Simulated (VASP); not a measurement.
Runs of VASP 6.6.1 on NaLaMnMoO6. Symmetry: I-4, No. 82, tetragonal system. The conventional cell has a = 5.446 Å, b = 5.446 Å, c = 7.798 Å, α = 90.00°, β = 90.00°, γ = 90.00°. Around Na (site symmetry -4) lie 8 O at 2.51 to 2.72 Å. Around La (site symmetry -4) lie 8 O at 2.51 to 2.72 Å. Around Mn (site symmetry -4) lie 6 O at 1.93 to 1.94 Å. Mo (site symmetry -4) is surrounded by 6 O at 1.96 to 1.97 Å. O (site symmetry 1) has 1 Mn at 1.94 Å and 1 Mo at 1.97 Å as nearest neighbours. Around O (site symmetry 2) lie 1 Mn at 1.93 Å and 1 Mo at 1.96 Å. The cell was built by a generator and needn't be a form met in nature.

```csv
level,gap on the mesh (eV),pressure (GPa),moment (μB),relaxed volume (Å³/atom),largest force (eV/Å)
PBE+D2,none,-0.1,(b),(c),0.01
PBE+D3(BJ),none,-0.1,(a),11.34,0.02
PBE+D3,none,0.2,1.94,11.43,0.02
PBE+D4,none,0.0,1.82,11.35,0.02
```

Alike in all rows: task relaxation of cell and atoms; potentials or basis VASP PAW PBE potentials, release 64 (Na_pv, La, Mn_pv, Mo_sv, O); spin collinear, ferromagnetic start; cell relaxed; k mesh 7 × 7 × 7; cutoff (eV) 600; smearing fermi-dirac 0.05 eV.

Question: Estimate the missing entries.

Answer: (a) 1.75; (b) 1.87; (c) 11.32.

Caveats: a cell with one magnetic atom can't hold antiferromagnetic order, which such compounds often take; semilocal functionals often make such compounds metallic where correlation or magnetic order opens a gap, which also shifts bond lengths; pairwise dispersion overbinds metals, which lowers pressure and volume; atom-pairwise D2, TS and ULG terms overbind metals (some runs).

A k mesh can miss the band edges, and the runs leave out spin-orbit coupling on La, Mo.

A gap of «none» marks a metal or a gap under the smearing width.
